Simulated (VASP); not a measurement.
Method: PBE GGA, VASP's PBE PAW potentials (set 64) (plane waves; VASP 6.6.1).

VASP ran on this input.

POSCAR:
```
FeSi
1.0
  4.3870364706   0.0000000000   0.0000000000
  0.0000000000   4.3870364706   0.0000000000
  0.0000000000   0.0000000000   4.3870364706
Fe Si
4 4
Direct
  0.8619086718   0.6380913282   0.3619086718
  0.3619086718   0.8619086718   0.6380913282
  0.1380913282   0.1380913282   0.1380913282
  0.6380913282   0.3619086718   0.8619086718
  0.1584279466   0.3415720534   0.6584279466
  0.6584279466   0.1584279466   0.3415720534
  0.8415720534   0.8415720534   0.8415720534
  0.3415720534   0.6584279466   0.1584279466
```

### INCAR
```
ALGO = Normal
EDIFF = 1E-6
EDIFFG = -0.02
ENCUT = 500
GGA = PE
IBRION = 2
ISIF = 3
ISMEAR = 0
LASPH = T
LCHARG = F
LMAXMIX = 4
LREAL = F
LWAVE = F
NELM = 100
NSW = 40
PREC = Accurate
PSTRESS = 100
SIGMA = 0.05
SYSTEM = FeSi
```

**KPOINTS**
```
Automatic mesh
0
Gamma
5 5 5
0 0 0
```

POTCAR, in this order: Fe Si (PBE.64 set). Program: vasp_std.

Output of the run:

OSZICAR:
```
       N       E                     dE             d eps       ncg     rms          rms(c)
DAV:   1     0.353656979988E+03    0.35366E+03   -0.19523E+04   638   0.180E+03
DAV:   2    -0.271376600387E+02   -0.38079E+03   -0.37020E+03   638   0.418E+02
DAV:   3    -0.648963018018E+02   -0.37759E+02   -0.34576E+02   898   0.145E+02
DAV:   4    -0.664687589197E+02   -0.15725E+01   -0.15481E+01   956   0.348E+01
DAV:   5    -0.664912721061E+02   -0.22513E-01   -0.22491E-01   964   0.427E+00    0.336E+01
DAV:   6    -0.703851422257E+02   -0.38939E+01   -0.22314E+02   952   0.167E+02    0.289E+01
DAV:   7    -0.589649780694E+02    0.11420E+02   -0.85213E+01   957   0.116E+02    0.945E+00
DAV:   8    -0.587587032537E+02    0.20627E+00   -0.33496E+00   783   0.154E+01    0.299E+00
DAV:   9    -0.586831522343E+02    0.75551E-01   -0.45346E-01  1002   0.653E+00    0.115E+00
DAV:  10    -0.586754753615E+02    0.76769E-02   -0.14415E-02   791   0.135E+00    0.426E-01
DAV:  11    -0.586741055027E+02    0.13699E-02   -0.10197E-02  1002   0.121E+00    0.137E-01
DAV:  12    -0.586740515123E+02    0.53990E-04   -0.25415E-04   999   0.153E-01    0.539E-02
DAV:  13    -0.586740453563E+02    0.61561E-05   -0.67116E-05  1007   0.762E-02    0.159E-02
DAV:  14    -0.586740443405E+02    0.10158E-05   -0.23033E-06   535   0.187E-02    0.413E-03
DAV:  15    -0.586740446323E+02   -0.29180E-06   -0.64566E-07   464   0.128E-02
   1 F= -.53404135E+02 E0= -.53403982E+02  d E =-.534041E+02
```

File OUTCAR:
```
------------------------ aborting loop because EDIFF is reached ----------------------------------------
  FORCE on cell =-STRESS in cart. coord.  units (eV):
  Direction    XX          YY          ZZ          XY          YZ          ZX
  --------------------------------------------------------------------------------------
  Total        5.3142944      5.3142944      5.3142944      0.0000000     -0.0000000      0.0000000
  in kB      100.8422335    100.8422335    100.8422335      0.0000000     -0.0000000      0.0000000
  external PRESSURE =       0.8422335 kB  Pullay stress =     100.0000000 kB
  volume of cell :       84.43
      direct lattice vectors                 reciprocal lattice vectors
     4.387036471  0.000000000  0.000000000     0.227944310  0.000000000  0.000000000
     0.000000000  4.387036471  0.000000000     0.000000000  0.227944310  0.000000000
     0.000000000  0.000000000  4.387036471     0.000000000  0.000000000  0.227944310
 POSITION                                       TOTAL-FORCE (eV/Angst)
 -----------------------------------------------------------------------------------
      3.78122      2.79933      1.58771        -0.001965      0.001965     -0.001965
      1.58771      3.78122      2.79933        -0.001965     -0.001965      0.001965
      0.60581      0.60581      0.60581         0.001965      0.001965      0.001965
      2.79933      1.58771      3.78122         0.001965     -0.001965     -0.001965
      0.69503      1.49849      2.88855         0.000968     -0.000968      0.000968
      2.88855      0.69503      1.49849         0.000968      0.000968     -0.000968
      3.69201      3.69201      3.69201        -0.000968     -0.000968     -0.000968
      1.49849      2.88855      0.69503        -0.000968      0.000968      0.000968
 -----------------------------------------------------------------------------------
    total drift:                               -0.000001     -0.000001     -0.000000
  FREE ENERGIE OF THE ION-ELECTRON SYSTEM (eV)
  ---------------------------------------------------
  free  energy   TOTEN  =       -58.6740446323 eV

  energy  without entropy=      -58.6737378212  energy(sigma->0) =      -58.67389123
  enthalpy is  TOTEN    =       -53.4041351938 eV   P V=        5.2699094385

 reached required accuracy - stopping structural energy minimisation
```
(Selected blocks of OUTCAR.)

The compound is FeSi in the B20 structure. It was relaxed first under an external pressure of 10 GPa. The run is not spin-polarised, so no magnetic state was tried.
